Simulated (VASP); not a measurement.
A run of VASP 6.6.1:

File INCAR:

```
PREC     = Accurate       # precision mode
ENCUT    = 520            # plane-wave cutoff, eV
EDIFF    = 1E-6           # SCF threshold, eV
ISMEAR   = -1             # smearing method
SIGMA    = 0.1            # smearing width, eV
LREAL    = False          # projectors in reciprocal space
LASPH    = True           # aspherical terms in the spheres
NELM     = 60             # most SCF steps
ALGO     = Normal         # electronic algorithm
ISIF     = 2              # what is computed and relaxed
LWAVE    = False          # write WAVECAR
LCHARG   = True           # write CHGCAR
GGA      = PS             # functional
LELF     = True           # ELF
LVHAR    = True         
NBANDS   = 39             # bands
```

The input KPOINTS:

```
regular mesh
0
Gamma
  3 3 3
```

POSCAR

```
Cs2Sb6Pd
1.0
    0.0000000000      5.0867000000      5.0867000000
    5.0867000000      0.0000000000      5.0867000000
    5.0867000000      5.0867000000      0.0000000000
Pd Cs Sb
1 2 6
Direct
    0.0000000000      0.0000000000      0.0000000000
    0.2500000000      0.2500000000      0.2500000000
    0.7500000000      0.7500000000      0.7500000000
    0.7600000000      0.2400000000      0.2400000000
    0.2400000000      0.7600000000      0.2400000000
    0.2400000000      0.7600000000      0.7600000000
    0.7600000000      0.2400000000      0.7600000000
    0.2400000000      0.2400000000      0.7600000000
    0.7600000000      0.7600000000      0.2400000000
```

Potentials or basis: VASP PAW PBE potentials, release 64 (Pd, Cs_sv, Sb).

The run is started by

```sh
$ cat potpaw_PBE.64/Pd/POTCAR potpaw_PBE.64/Cs_sv/POTCAR potpaw_PBE.64/Sb/POTCAR > POTCAR
$ mpirun -np 1 vasp_std > vasp.out
```

Hardware: 1 thread of Intel(R) Xeon(R) 6975P-C (Granite Rapids), with other jobs on the host.

Problem. How long does it take, and how much memory?

Solution. It took 74 s on 1 thread of Intel(R) Xeon(R) 6975P-C (Granite Rapids), with other jobs on the host, peak memory 0.39 GiB. Counts: scf iterations 14, k points 4.
